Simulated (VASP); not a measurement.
Here is the system:

```xyz
2
Lattice="3.1547 0.0000 0.0000 0.0000 3.1547 0.0000 0.0000 0.0000 3.1547" Properties=species:S:1:pos:R:3 pbc="T T T"
Zn     1.5774     1.5774     1.5774
Au     0.0000     0.0000     0.0000
```

The numbers are results of RPBE GGA, VASP's PBE PAW potentials (set 64) (plane waves; VASP), not measurements. Numerical set-up: 520 eV cut-off, 11×11×11 Γ-centred mesh, first-order Methfessel-Paxton smearing of 0.10 eV, potentials Zn Au.

Give the stress tensor in GPa (positive for a compressed cell).

```
7.70  0.00  0.00
0.00  7.70  0.00
0.00  0.00  7.70
```
The pressure is its mean diagonal, 7.70 GPa.

The compound is AuZn in the CsCl type structure. This cell is one point of a volume scan, at 0.94 of the reference volume. The electron count is odd and the run is not spin-polarised, which forces a metal.
